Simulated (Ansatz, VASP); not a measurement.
# LiF (Griceite) in two plane-wave programs

Wanted: the spread between two codes on one cell, functional and k mesh. The cell is taken from a series of runs on this material, whose earlier steps may have relaxed, scaled, displaced or heated it; both programs get it as it stands.

Main program and level: Ansatz 0.2.0; plane waves, with VASP 6.6.1 beside it; zone-centre phonons at LDA.

### 1. Starting point

It takes space group Fm-3m (No. 225, cubic). The conventional cell has a = 3.881 Å, b = 3.881 Å, c = 3.881 Å, α = 90.00°, β = 90.00°, γ = 90.00°. Nearest to Li lie 6 F at 1.94 Å. F has 6 Li at 1.94 Å nearest. Farther neighbours and most contacts between anions are not listed.

### 2. VASP: zone-centre phonons, LDA, pair 1

Second derivatives magnify differences that forces hide, and they need a tight electronic threshold.

Lines of VASP's logs that name or quote its potential files are left out, and so is its time.

INCAR

```
SYSTEM = LiF
PREC = Accurate
ENCUT = 750
EDIFF = 1E-08
NELM = 120
ISMEAR = 0
SIGMA = 0.01
LREAL = .FALSE.
ALGO = Normal
GGA = CA
NBANDS = 11
LORBIT = 11
LWAVE = .FALSE.
LCHARG = .FALSE.
ISIF = 2
IBRION = 8
LEPSILON = .TRUE.
LASPH = .TRUE.
GGA_COMPAT = .FALSE.
EFERMI = MIDGAP
KPAR = 2
```

POSCAR

```
LiF
1.0
    0.0000000000      1.9405139388      1.9405139388
    1.9405139388      0.0000000000      1.9405139388
    1.9405139388      1.9405139388      0.0000000000
Li F
1 1
Direct
    0.0000000000      0.0000000000      0.0000000000
    0.5000000000      0.5000000000      0.5000000000
```

KPOINTS

```
Automatic mesh
0
Gamma
12 12 12
0 0 0
```

PAW data sets: Li_sv and F (LDA family, release 64).

Started as:

```sh
$ mpirun -np 2 vasp_std
```

Numbers of over 12 decimals in the logs are rounded to 6 here.

The log of the run:

```text
[banner, memory and clock lines left out]
running    2 mpi-ranks, on    1 nodes
 distrk:  each k-point on    1 cores,    2 groups
 distr:  one band on    1 cores,    1 groups

 POSCAR found type information on POSCAR LiF
 POSCAR found :  2 types and       2 ions
 LDA part: xc-table for (Slater(with rela. corr.)+CA(PZ))
 , standard interpolation
 POSCAR, INCAR and KPOINTS ok, starting setup
 FFT: planning ... GRIDC
 FFT: planning ... GRID_SOFT
 FFT: planning ... GRID
 WAVECAR not read
 entering main loop
       N       E                     dE             d eps       ncg     rms          rms(c)
DAV:   1     0.432057958850E+02    0.43206E+02   -0.70579E+03  1608   0.122E+03
DAV:   2    -0.930122250218E+01   -0.52507E+02   -0.51375E+02  1860   0.234E+02
DAV:   3    -0.109713291494E+02   -0.16701E+01   -0.16631E+01  1982   0.364E+01
DAV:   4    -0.109945035193E+02   -0.23174E-01   -0.23166E-01  1923   0.461E+00
DAV:   5    -0.109947662838E+02   -0.26276E-03   -0.26276E-03  2043   0.361E-01    0.423E+00
DAV:   6    -0.105205113381E+02    0.47425E+00   -0.21893E+00  1830   0.100E+01    0.130E+00
DAV:   7    -0.105099678130E+02    0.10544E-01   -0.17899E-02  2130   0.124E+00    0.786E-01
DAV:   8    -0.105048495636E+02    0.51182E-02   -0.87060E-03  2224   0.109E+00    0.969E-02
DAV:   9    -0.105048215669E+02    0.27997E-04   -0.75680E-04  1861   0.277E-01    0.375E-02
DAV:  10    -0.105048341117E+02   -0.12545E-04   -0.29387E-05  1877   0.461E-02    0.738E-03
DAV:  11    -0.105048336392E+02    0.47251E-06   -0.15220E-06  2049   0.150E-02    0.118E-03
DAV:  12    -0.105048336405E+02   -0.13134E-08   -0.27922E-07  2166   0.390E-03    0.765E-04
DAV:  13    -0.105048336294E+02    0.11092E-07   -0.25532E-08  1715   0.152E-03    0.197E-04
DAV:  14    -0.105048336287E+02    0.68712E-09   -0.17501E-09  1146   0.491E-04
   1 F= -.10504834E+02 E0= -.10504834E+02  d E =0.000000E+00
 Linear response reoptimize wavefunctions to high precision
DAV:   1    -0.105048336288E+02   -0.76284E-10   -0.10017E-09  1807   0.268E-04
DAV:   2    -0.105048336288E+02    0.86402E-11   -0.50245E-12  1095   0.251E-05
 Linear response G [H, r] |phi>, progress :
  Direction:   1
       N       E                     dE             d eps       ncg     rms
RMM:   1    -0.323801343914E+02   -0.32380E+02    0.30286E+02  2196   0.189E+02
RMM:   2    -0.337651251251E+02   -0.13850E+01   -0.10820E+01  3284   0.260E+01
RMM:   3    -0.339516515173E+02   -0.18653E+00   -0.65288E-01  3582   0.555E+00
RMM:   4    -0.339906373241E+02   -0.38986E-01   -0.84441E-02  3596   0.194E+00
RMM:   5    -0.339966416887E+02   -0.60044E-02   -0.11079E-02  3614   0.711E-01
RMM:   6    -0.339975793042E+02   -0.93762E-03   -0.16004E-03  3517   0.268E-01
RMM:   7    -0.339977436175E+02   -0.16431E-03   -0.20557E-04  3556   0.104E-01
RMM:   8    -0.339977742185E+02   -0.30601E-04    0.24527E-05  3570   0.421E-02
RMM:   9    -0.339977813664E+02   -0.71478E-05    0.26043E-06  3542   0.180E-02
RMM:  10    -0.339977833738E+02   -0.20074E-05   -0.69307E-04  3540   0.855E-03
RMM:  11    -0.339977850159E+02   -0.16422E-05   -0.14051E-03  3538   0.469E-03
RMM:  12    -0.339977838546E+02    0.11613E-05   -0.37690E-04  3512   0.311E-03
RMM:  13    -0.339977840859E+02   -0.23125E-06   -0.45887E-04  3320   0.240E-03
RMM:  14    -0.339977846040E+02   -0.51816E-06    0.31379E-04  3105   0.214E-03
RMM:  15    -0.339977855417E+02   -0.93763E-06    0.23345E-04  2878   0.196E-03
RMM:  16    -0.339977840436E+02    0.14980E-05   -0.43125E-04  2732   0.190E-03
RMM:  17    -0.339977846360E+02   -0.59233E-06    0.34581E-04  2623   0.188E-03
RMM:  18    -0.339977841433E+02    0.49268E-06   -0.13163E-03  2488   0.187E-03
 Linear response G [H, r] |phi>, progress :
  Direction:   2
       N       E                     dE             d eps       ncg     rms
RMM:   1    -0.354232466737E+02   -0.35423E+02    0.76191E+01  2224   0.144E+02
RMM:   2    -0.362570677777E+02   -0.83382E+00   -0.76514E+00  3192   0.236E+01
RMM:   3    -0.363814150909E+02   -0.12435E+00   -0.44101E-01  3555   0.505E+00
RMM:   4    -0.364122735128E+02   -0.30858E-01   -0.68988E-02  3586   0.182E+00
RMM:   5    -0.364181958404E+02   -0.59223E-02   -0.11950E-02  3632   0.709E-01
RMM:   6    -0.364192700101E+02   -0.10742E-02   -0.22679E-03  3540   0.287E-01
RMM:   7    -0.364194775160E+02   -0.20751E-03   -0.51467E-04  3578   0.117E-01
RMM:   8    -0.364195178102E+02   -0.40294E-04   -0.18491E-04  3608   0.495E-02
RMM:   9    -0.364195248917E+02   -0.70815E-05   -0.15415E-04  3574   0.217E-02
RMM:  10    -0.364195259628E+02   -0.10712E-05   -0.50510E-04  3566   0.103E-02
RMM:  11    -0.364195256239E+02    0.33891E-06   -0.11131E-03  3601   0.550E-03
RMM:  12    -0.364195260241E+02   -0.40016E-06   -0.79211E-04  3510   0.347E-03
RMM:  13    -0.364195236487E+02    0.23754E-05   -0.54242E-04  3308   0.259E-03
RMM:  14    -0.364195250724E+02   -0.14238E-05   -0.61859E-04  3128   0.222E-03
[...]
RMM:   9    -0.566341044676E-01   -0.13796E-07   -0.17825E-07  3209   0.762E-04
RMM:  10    -0.566341081236E-01   -0.36560E-08   -0.20364E-07  3019   0.346E-04
RMM:  11    -0.566341084779E-01   -0.35429E-09   -0.10147E-06  2790   0.182E-04
RMM:  12    -0.566341082509E-01    0.22696E-09   -0.10314E-06  2472   0.109E-04
RMM:  13    -0.566341079968E-01    0.25406E-09   -0.57949E-07  2191   0.830E-05
[...]
RMM:  11    -0.481934100873E-01    0.15658E-06   -0.39498E-06  6650   0.327E-04    0.411E-06
 change of polarisation eV/A/(eV/A) component  1 :     0.090     0.015     0.006
 dielectric tensor                  component  1 :     2.118     0.189     0.070
 Linear response to external field, progress :
  Direction:   2
       N       E                     dE             d eps       ncg     rms          rms(c)
RMM:   1    -0.451188902706E-01   -0.45119E-01   -0.10424E-01  7867   0.180E+00
RMM:   2    -0.464298669318E-01   -0.13110E-02   -0.43049E-03  7251   0.476E-01    0.342E-01
RMM:   3    -0.460550582383E-01    0.37481E-03   -0.13519E-03  7005   0.274E-01    0.200E-01
RMM:   4    -0.479208961396E-01   -0.18658E-02   -0.90237E-04  6964   0.269E-01    0.160E-02
RMM:   5    -0.481822481869E-01   -0.26135E-03   -0.11321E-04  7695   0.732E-02    0.501E-03
RMM:   6    -0.481909942325E-01   -0.87460E-05   -0.27318E-05  7707   0.262E-02    0.998E-04
RMM:   7    -0.481928529304E-01   -0.18587E-05   -0.41518E-06  7920   0.101E-02    0.207E-04
RMM:   8    -0.481951327818E-01   -0.22799E-05   -0.86232E-07  7901   0.407E-03    0.140E-04
RMM:   9    -0.481930050909E-01    0.21277E-05   -0.39862E-07  7798   0.172E-03    0.647E-05
RMM:  10    -0.481936482648E-01   -0.64317E-06   -0.38494E-06  7419   0.723E-04    0.151E-05
RMM:  11    -0.481934860603E-01    0.16220E-06   -0.37644E-06  6685   0.332E-04    0.363E-06
 change of polarisation eV/A/(eV/A) component  2 :     0.011     0.090    -0.002
 dielectric tensor                  component  2 :     0.132     2.118    -0.020
 Linear response to external field, progress :
  Direction:   3
       N       E                     dE             d eps       ncg     rms          rms(c)
RMM:   1    -0.451188963535E-01   -0.45119E-01   -0.10424E-01  7867   0.180E+00
RMM:   2    -0.464299617099E-01   -0.13111E-02   -0.43078E-03  7251   0.476E-01    0.342E-01
RMM:   3    -0.460551431457E-01    0.37482E-03   -0.13522E-03  7005   0.274E-01    0.200E-01
RMM:   4    -0.479209614501E-01   -0.18658E-02   -0.90270E-04  6964   0.269E-01    0.160E-02
RMM:   5    -0.481822099605E-01   -0.26125E-03   -0.11337E-04  7697   0.732E-02    0.501E-03
RMM:   6    -0.481909661084E-01   -0.87561E-05   -0.27356E-05  7709   0.262E-02    0.999E-04
RMM:   7    -0.481928327450E-01   -0.18666E-05   -0.41674E-06  7926   0.101E-02    0.208E-04
RMM:   8    -0.481951142383E-01   -0.22815E-05   -0.85915E-07  7903   0.407E-03    0.140E-04
RMM:   9    -0.481929893666E-01    0.21249E-05   -0.39321E-07  7816   0.173E-03    0.638E-05
RMM:  10    -0.481936258435E-01   -0.63648E-06   -0.25287E-06  7416   0.723E-04    0.149E-05
RMM:  11    -0.481934630936E-01    0.16275E-06   -0.31803E-06  6716   0.335E-04    0.318E-06
 change of polarisation eV/A/(eV/A) component  3 :     0.000     0.008     0.090
 dielectric tensor                  component  3 :     0.002     0.094     2.118
 Linear response DOF=           2
 Linear response progress:
  Degree of freedom:   1/  2
       N       E                     dE             d eps       ncg     rms          rms(c)
RMM:   1    -0.170361859782E+00   -0.17036E+00    0.19575E+00  4657   0.159E+01
RMM:   2    -0.175813886794E+00   -0.54520E-02   -0.16366E-02  6186   0.108E+00    0.547E-02
RMM:   3    -0.175831378257E+00   -0.17491E-04   -0.10020E-03  7475   0.229E-01    0.303E-02
RMM:   4    -0.175801843529E+00    0.29535E-04   -0.26415E-04  7556   0.933E-02    0.345E-03
RMM:   5    -0.175826353002E+00   -0.24509E-04   -0.88881E-05  7772   0.426E-02    0.937E-04
RMM:   6    -0.175839954778E+00   -0.13602E-04   -0.33629E-05  7803   0.210E-02    0.612E-04
RMM:   7    -0.175853262097E+00   -0.13307E-04   -0.20605E-06  7733   0.111E-02    0.180E-04
RMM:   8    -0.175858319580E+00   -0.50575E-05   -0.26762E-05  7979   0.652E-03    0.293E-05
RMM:   9    -0.175858876382E+00   -0.55680E-06   -0.22572E-05  8132   0.435E-03    0.354E-05
RMM:  10    -0.175859889707E+00   -0.10133E-05   -0.94599E-06  8003   0.310E-03    0.179E-05
RMM:  11    -0.175860472765E+00   -0.58306E-06   -0.49808E-06  8031   0.234E-03    0.135E-05
RMM:  12    -0.175860689346E+00   -0.21658E-06   -0.21375E-06  8355   0.180E-03    0.174E-05
RMM:  13    -0.175860514729E+00    0.17462E-06   -0.10464E-06  7986   0.142E-03    0.360E-05
RMM:  14    -0.175860879458E+00   -0.36473E-06   -0.39440E-07  7441   0.113E-03    0.284E-05
RMM:  15    -0.175861041950E+00   -0.16249E-06    0.57827E-07  8000   0.904E-04    0.267E-05
RMM:  16    -0.175861092972E+00   -0.51022E-07    0.16437E-06  8117   0.739E-04    0.285E-05
RMM:  17    -0.175861079771E+00    0.13202E-07    0.19274E-06  6979   0.617E-04    0.323E-05
RMM:  18    -0.175861180899E+00   -0.10113E-06    0.21202E-06  7105   0.525E-04    0.307E-05
 first order change of Fermi-energy   0.16687E-03
 force on displaced ion       1 direction 1 :  -2.469   0.000   0.000
 Born effective charge ion    1 direction 1 :   1.036   0.000   0.000
 Linear response progress:
  Degree of freedom:   2/  2
       N       E                     dE             d eps       ncg     rms          rms(c)
RMM:   1    -0.513255611311E+00   -0.51326E+00    0.50021E-01  6783   0.479E+00
RMM:   2    -0.506716298727E+00    0.65393E-02   -0.67616E-03  6475   0.735E-01    0.929E-02
RMM:   3    -0.508316209261E+00   -0.15999E-02   -0.79931E-04  6960   0.209E-01    0.502E-02
RMM:   4    -0.510305700519E+00   -0.19895E-02   -0.25829E-04  6683   0.122E-01    0.103E-02
RMM:   5    -0.510495144078E+00   -0.18944E-03   -0.24708E-05  7516   0.362E-02    0.266E-03
RMM:   6    -0.510393534844E+00    0.10161E-03   -0.36032E-06  7163   0.132E-02    0.716E-04
RMM:   7    -0.510386734379E+00    0.68005E-05   -0.51331E-07  7742   0.473E-03    0.102E-04
RMM:   8    -0.510385183167E+00    0.15512E-05   -0.98210E-08  7794   0.188E-03    0.440E-05
RMM:   9    -0.510383949861E+00    0.12333E-05   -0.31848E-08  7826   0.844E-04    0.946E-06
RMM:  10    -0.510383648659E+00    0.30120E-06    0.10597E-08  7983   0.446E-04    0.164E-06
RMM:  11    -0.510383662764E+00   -0.14105E-07    0.55899E-08  8057   0.292E-04    0.187E-06
RMM:  12    -0.510383620394E+00    0.42371E-07    0.10588E-07  8092   0.234E-04    0.268E-07
RMM:  13    -0.510383626834E+00   -0.64402E-08    0.87755E-08  7649   0.210E-04    0.356E-07
 first order change of Fermi-energy   0.15782E-02
 force on displaced ion       2 direction 1 :  -2.475   0.000   0.000
 Born effective charge ion    2 direction 1 :  -1.035   0.000   0.000
 Born effective charges drift removed
 Linear response finished
```

OUTCAR, selected parts (step 2):

```text
ion  position               nearest neighbor table
   1  0.000  0.000  0.000-   2 1.94   2 1.94   2 1.94   2 1.94   2 1.94   2 1.94
   2  0.500  0.500  0.500-   1 1.94   1 1.94   1 1.94   1 1.94   1 1.94   1 1.94

  LATTYP: Found a face centered cubic cell.
 ALAT       =     3.8810278776

 Subroutine GETGRP returns: Found 48 space group operations
 (whereof 48 operations were pure point group operations)

The static configuration has the point symmetry O_h .

 Found     72 irreducible k-points:

   k-points           NKPTS =     72   k-points in BZ     NKDIM =     72   number of bands    NBANDS=     11

   dimension x,y,z NGX =    28 NGY =   28 NGZ =   28
   dimension x,y,z NGXF=    56 NGYF=   56 NGZF=   56

   ENCUT  =  750.0 eV  55.12 Ry    7.42 a.u.   6.13  6.13  6.13*2*pi/ulx,y,z

   NELECT =      10.0000    total number of electrons

 k-points in reciprocal lattice and weights: Automatic mesh
   0.00000000  0.00000000  0.00000000       0.001
   0.08333333  0.00000000  0.00000000       0.005
   0.16666667  0.00000000  0.00000000       0.005
   0.25000000  0.00000000  0.00000000       0.005
   0.33333333  0.00000000  0.00000000       0.005
   0.41666667  0.00000000  0.00000000       0.005
   0.50000000  0.00000000  0.00000000       0.002
   0.08333333  0.08333333  0.00000000       0.003
   0.16666667  0.08333333  0.00000000       0.014
[...]
-0.33333333  0.50000000  0.16666667       0.007
  -0.25000000  0.50000000  0.25000000       0.003

 average (electrostatic) potential at core
       1 -62.7828       2 -76.0318

  Total        0.1279953      0.1279953      0.1279953      0.0000000      0.0000000     -0.0000000
  in kB       14.0321580     14.0321580     14.0321580      0.0000000      0.0000000     -0.0000000
  external PRESSURE =      14.0321580 kB  Pullay stress =       0.0000000 kB

  energy-cutoff  :      750.00
  volume of cell :       14.61
      direct lattice vectors                 reciprocal lattice vectors
     0.000000000  1.940513939  1.940513939    -0.257663699  0.257663699  0.257663699
     1.940513939  0.000000000  1.940513939     0.257663699 -0.257663699  0.257663699
     1.940513939  1.940513939  0.000000000     0.257663699  0.257663699 -0.257663699

 POSITION                                       TOTAL-FORCE (eV/Angst)
 -----------------------------------------------------------------------------------
      0.00000      0.00000      0.00000        -0.000000      0.000000     -0.000000
      1.94051      1.94051      1.94051         0.000000     -0.000000      0.000000
 -----------------------------------------------------------------------------------
    total drift:                                0.000000      0.000000      0.000000

 MACROSCOPIC STATIC DIELECTRIC TENSOR (including local field effects in DFT)
 ------------------------------------------------------
           2.117560     0.000000    -0.000000
           0.000000     2.117560     0.000000
           0.000000     0.000000     2.117560
 ------------------------------------------------------

 PIEZOELECTRIC TENSOR (including local field effects)  for field in x, y, z        (C/m^2)
          XX          YY          ZZ          XY          YZ          ZX
  --------------------------------------------------------------------------------
  x     0.00000     0.00000     0.00000     0.00000     0.00000     0.00000
  y     0.00000     0.00000     0.00000     0.00000     0.00000     0.00000
  z     0.00000     0.00000     0.00000     0.00000     0.00000     0.00000

 BORN EFFECTIVE CHARGES (including local field effects) (in |e|, cummulative output)
 ---------------------------------------------------------------------------------
 ion    1
    1     1.03565     0.00000    -0.00000
    2     0.00000     1.03565    -0.00000
    3     0.00000     0.00000     1.03565
 ion    2
    1    -1.03565    -0.00000     0.00000
    2    -0.00000    -1.03565     0.00000
    3     0.00000    -0.00000    -1.03565

 Eigenvectors and eigenvalues of the dynamical matrix
 ----------------------------------------------------

   1 f  =   10.858291 THz    68.224653 2PiTHz  362.193592 cm-1    44.906262 meV
             X         Y         Z           dx          dy          dz
      0.000000  0.000000  0.000000     0.000000   -0.000000    0.854399
      1.940514  1.940514  1.940514     0.000000   -0.000000   -0.519618

   2 f  =   10.858291 THz    68.224653 2PiTHz  362.193592 cm-1    44.906262 meV
             X         Y         Z           dx          dy          dz
      0.000000  0.000000  0.000000     0.000000   -0.854399   -0.000000
      1.940514  1.940514  1.940514     0.000000    0.519618    0.000000

   3 f  =   10.858291 THz    68.224653 2PiTHz  362.193592 cm-1    44.906262 meV
             X         Y         Z           dx          dy          dz
      0.000000  0.000000  0.000000    -0.854399    0.000000    0.000000
      1.940514  1.940514  1.940514     0.519618    0.000000    0.000000

   4 f/i=    0.005756 THz     0.036166 2PiTHz    0.192001 cm-1     0.023805 meV
             X         Y         Z           dx          dy          dz
      0.000000  0.000000  0.000000     0.000000    0.327869   -0.403119
      1.940514  1.940514  1.940514     0.000000    0.539110   -0.662841

   5 f/i=    0.005756 THz     0.036166 2PiTHz    0.192001 cm-1     0.023805 meV
             X         Y         Z           dx          dy          dz
      0.000000  0.000000  0.000000    -0.519618    0.000000    0.000000
      1.940514  1.940514  1.940514    -0.854399    0.000000    0.000000

   6 f/i=    0.005756 THz     0.036166 2PiTHz    0.192001 cm-1     0.023805 meV
             X         Y         Z           dx          dy          dz
      0.000000  0.000000  0.000000     0.000000   -0.403119   -0.327869
      1.940514  1.940514  1.940514     0.000000   -0.662841   -0.539110

 MACROSCOPIC STATIC DIELECTRIC TENSOR IONIC CONTRIBUTION
 ------------------------------------------------------
           5.373219     0.000000    -0.000000
           0.000000     5.373219    -0.000000
          -0.000000    -0.000000     5.373219
 ------------------------------------------------------

 ELASTIC MODULI CONTR FROM IONIC RELAXATION (kBar)
 Direction    XX          YY          ZZ          XY          YZ          ZX
 --------------------------------------------------------------------------------
 XX           0.0000      0.0000      0.0000      0.0000      0.0000      0.0000
 YY           0.0000      0.0000      0.0000      0.0000      0.0000      0.0000
 ZZ           0.0000      0.0000      0.0000      0.0000      0.0000      0.0000
 XY           0.0000      0.0000      0.0000      0.0000      0.0000      0.0000
 YZ           0.0000      0.0000      0.0000      0.0000      0.0000      0.0000
 ZX           0.0000      0.0000      0.0000      0.0000      0.0000      0.0000
 --------------------------------------------------------------------------------

 PIEZOELECTRIC TENSOR IONIC CONTR  for field in x, y, z        (C/m^2)
          XX          YY          ZZ          XY          YZ          ZX
  --------------------------------------------------------------------------------
  x     0.00000     0.00000     0.00000     0.00000     0.00000     0.00000
  y     0.00000     0.00000     0.00000     0.00000     0.00000     0.00000
  z     0.00000     0.00000     0.00000     0.00000     0.00000     0.00000
```

(Continued in part 2 of 3.)

[Lines on the potential files, build, host, timing and source positions are cut from VASP's logs without a mark.]

[Logs are printed without paths, hosts, clocks, repeated set-up lines and the standing remarks that a program may print on its own settings, such as how far it seeks lower states.]

[Hosts, paths, dates, database ids (printed as entryN), source tags and the programs' standing remarks are cut or masked in the printed files.]
